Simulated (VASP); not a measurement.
Crystal: Ga3BSb2.

```
Ga B Sb
1.0
     4.34451    0.00000    0.00000
    -2.17226    3.76246    0.00000
     0.00000    0.00000    7.56810
Ga B Sb
3 1 2
Cartesian
  0.0000 2.5083 0.0000
  2.1723 1.2542 1.4430
  2.1723 1.2542 6.1251
  0.0000 0.0000 3.7840
  0.0000 2.5083 3.7840
  2.1723 1.2542 3.7840
```

The cell was built by a generator and needn't be a form met in nature.

| Quantity | Value |
| --- | --- |
| Program | VASP 6.6.1 |
| Task | relaxation of cell and atoms |
| Functional | PBE |
| Potentials or basis | VASP PAW PBE potentials, release 64 (Ga_d, B, Sb) |
| Cutoff | 520 eV |
| k mesh | 5 × 5 × 3 |
| Occupations | gaussian, width 0.15 eV |
| Spin | no spin polarisation |

At the start: pressure 25.5 GPa; volume 20.62 Å³/atom.

How do energy, volume and symmetry change on relaxing?

Over 12 steps the energy falls by 622.1 meV/atom and the volume is 27.71 Å³/atom (+34.4 %); space group P-6m2 (No. 187, to 0.05 Å).

Step by step:
```
step  energy change (eV)  largest force (eV/Å)  pressure (GPa)  volume (Å³)
   1              0.0000                4.8743           25.50       123.71
   2             -3.3552                0.1697           -2.74       192.25
   3             -3.5095                0.7024           -0.21       171.93
   4             -3.5130                0.5190           -1.25       174.70
   5             -3.5120                0.6786           -0.13       173.00
   6             -3.5830                0.5855           -0.51       171.15
   7             -3.7203                0.0741            0.07       165.44
   8             -3.7202                0.3724            0.48       164.36
   9             -3.7220                0.0828            0.13       165.05
  10             -3.7219                0.2675            0.39       164.70
  11             -3.7222                0.1511            0.25       164.88
  12             -3.7324                0.0447           -0.02       166.24
```

Final structure:
```yaml
crystal:
  lattice:
    - [4.96644, 0.00000, 0.00000]
    - [-2.48322, 4.30106, 0.00000]
    - [0.00000, 0.00000, 7.78243]
  atoms:
    - { symbol: Ga, position: [0.33333, 0.66667, 0.00000] }
    - { symbol: Ga, position: [0.66667, 0.33333, 0.15321] }
    - { symbol: Ga, position: [0.66667, 0.33333, 0.84679] }
    - { symbol: B, position: [0.00000, 0.00000, 0.50000] }
    - { symbol: Sb, position: [0.33333, 0.66667, 0.50000] }
    - { symbol: Sb, position: [0.66667, 0.33333, 0.50000] }
```

Caveat: the volume moved by over 15 % at a fixed basis, so the end points are rough.
